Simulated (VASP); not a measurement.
An input for Quantum ESPRESSO's pw.x (written as the equivalent of a VASP run, and not itself run):

```
&CONTROL
  calculation = 'scf'
  pseudo_dir = './pseudo'
  outdir = './out'
  tprnfor = .true.
  tstress = .true.
/
&SYSTEM
  ibrav = 0
  nat = 6
  ntyp = 2
  ecutwfc = 78
  occupations = 'smearing'
  smearing = 'gaussian'
  degauss = 0.01999
  input_dft = 'pbesol'
/
&ELECTRONS
  conv_thr = 7.3e-08
  electron_maxstep = 100
/
ATOMIC_SPECIES
  Sc 44.956 Sc.upf
  In 114.818 In.upf
CELL_PARAMETERS angstrom
     2.2341000   -6.8285900    0.0000000
     2.2341000    6.8285900    0.0000000
     0.0000000    0.0000000    4.4588900
ATOMIC_POSITIONS crystal
  Sc   0.8435700  0.1564300  0.5000000
  Sc   0.1564300  0.8435700  0.5000000
  In   0.6760800  0.3239200  0.0000000
  In   0.3239200  0.6760800  0.0000000
  In   0.5000000  0.5000000  0.5000000
  In   0.0000000  0.0000000  0.0000000
K_POINTS automatic
  4 4 4 0 0 0
```

Question: Write the VASP files for the same calculation (PBEsol).

Answer: This is not unique; one that fits is 
**KPOINTS**
```
Regular mesh
0
gamma
4 4 4
```

### INCAR
```
! general
SYSTEM   =  ScIn2
PREC     =  Accurate
ENCUT    =  300
LREAL    =  .FALSE.   ! projection in real space or not
LASPH    =  .TRUE.   ! aspherical one-centre terms

! electronic loop
EDIFF    =  1E-6
NELM     =  100   ! most electronic steps
ALGO     =  Normal
LMAXMIX  =  4

! smearing
ISMEAR   =  0   ! Gaussian
SIGMA    =  0.272   ! width (eV)

! functional
GGA      =  PS

! ions
ISIF     =  2   ! forces and stress, cell fixed

! output
LWAVE    =  .FALSE.
LCHARG   =  .FALSE.
```

File POSCAR:
```
ScIn2
1
    2.2341000000    -6.8285900000     0.0000000000
    2.2341000000     6.8285900000     0.0000000000
    0.0000000000     0.0000000000     4.4588900000
Sc In
2 4
Direct
  0.8435700000   0.1564300000   0.5000000000
  0.1564300000   0.8435700000   0.5000000000
  0.6760800000   0.3239200000   0.0000000000
  0.3239200000   0.6760800000   0.0000000000
  0.5000000000   0.5000000000   0.5000000000
  0.0000000000   0.0000000000   0.0000000000
```

POTCAR, in this order: Sc_sv In_d (PBE.64 set). Program: vasp_std.

What does not carry over: the potentials are each code's own (VASP's PAW set, PseudoDojo norm-conserving files in pw.x), so ENCUT and ecutwfc are chosen apart and not converted; conv_thr bounds pw.x's estimated SCF error, while EDIFF bounds the energy change between steps.

The structure comes from a computed database's ScIn2 entry; how it stands against other phases isn't given here. The cell was not relaxed at this level. The k-mesh is coarse (spacing up to 0.37 per Å, 2π included), so the numbers may not be converged in it.
